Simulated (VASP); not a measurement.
```yaml
crystal:
  lattice:
    - [0.00000, 3.51913, 3.51913]
    - [3.51913, 0.00000, 3.51913]
    - [3.51913, 3.51913, 0.00000]
  atoms:
    - { symbol: Sr, position: [0.00000, 0.00000, 0.00000] }
    - { symbol: Cl, position: [0.25000, 0.25000, 0.25000] }
    - { symbol: Cl, position: [0.75000, 0.75000, 0.75000] }
```

These are RPBE GGA, VASP's PBE PAW potentials (set 64) (plane waves; VASP) values and carry that method's errors. Run with 520 eV cut-off, 6×6×6 Γ-centred mesh, Gaussian smearing of 0.050 eV, potentials Sr_sv Cl.

Task: What does the run give for the energy per atom (σ→0), pressure, band gap (on the k-mesh) with the smallest direct gap where there is one?

Result: 
```yaml
band gap (on the k-mesh): 5.57 eV
smallest direct gap (on the k-mesh): 5.75 eV
energy per atom (σ→0): -4.039 eV/atom
pressure: 2.03 GPa
```

The compound is SrCl2 in the fluorite structure. This cell is one point of a volume scan, at 0.94 of the reference volume.
